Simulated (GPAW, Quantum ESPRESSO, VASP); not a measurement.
# As (R-3m, 2 atoms in the cell) computed with different codes at matched settings

Self-consistent single point, at a second geometry (lattice scaled by 0.98). First geometry:

```
As
1.0
    3.68036    -1.88000     0.00000
    3.68036     1.88000     0.00000
    2.72002     0.00000     3.11142
As
2
Direct
  0.22700   0.22700   0.22700
  0.77300   0.77300   0.77300
```

Shared settings, as Quantum ESPRESSO writes them: occupations = smearing; smearing = fd; degauss = 0.0036749 Ry; K_POINTS = automatic 7 7 7 0 0 0. Potentials and cutoffs stand in the table.

```
code                                                     model  ΔF from the first geometry (meV/atom)  pressure (GPa)  largest force (eV/Å)  cutoff
----------------  --------------------------------------------  -------------------------------------  --------------  --------------------  ------
GPAW              PBE, GPAW PAW datasets PBE (gpaw-data 1.0.1)                                   48.1            9.13                 0.690  550 eV
VASP                   PBE, VASP's PBE PAW potentials (set 64)                                   49.0            9.28                 0.698  300 eV
Quantum ESPRESSO     PBE, PSlibrary PAW (PBE) pseudopotentials                                   48.2            9.03                 0.673   30 Ry
```

The spread over the programs that give each value: ΔF from the first geometry within 0.9 meV/atom; pressure within 0.25 GPa; largest force within 0.025 eV/Å.

VASP's run is marked for a possible Pulay error in its stress at this cutoff; no cutoff test was made.

The starting cell has typed, rounded lattice constants, without a prior relaxation at this level. For this run, on top of that: lattice scaled by 0.98.

Left out of this page: Ansatz, ABINIT, CP2K, PySCF, Elk, FLEUR and SIESTA (not drawn, or without a comparable value).
